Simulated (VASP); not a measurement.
## AlN (relaxed from the CsCl type structure, space group Pm-3m): computed properties

All values below come from r2SCAN meta-GGA, VASP's PBE PAW potentials (set 64) (plane waves; VASP).

```yaml
space_group: Pm-3m (221)
cell: a = 2.583 Å, b = 2.583 Å, c = 2.583 Å, α = 90.00°, β = 90.00°, γ = 90.00°
volume_per_atom: 8.61 Å^3/atom
band gap (over mesh and band path): none (metal, semimetal or under 0.01 eV)
density: 3.95 g/cm³
```

```
AlN
1.0
    2.58263     0.00000     0.00000
    0.00000     2.58263     0.00000
    0.00000     0.00000     2.58263
Al N
1 1
Direct
  0.00000   0.00000   0.00000
  0.50000   0.50000   0.50000
```

The structure was generated: AlN was put into the CsCl type type (Pm-3m), which need not be its known phase. It was relaxed first, which changed the volume by +11 %. Symmetry was kept, so distortions that lower it aren't found.
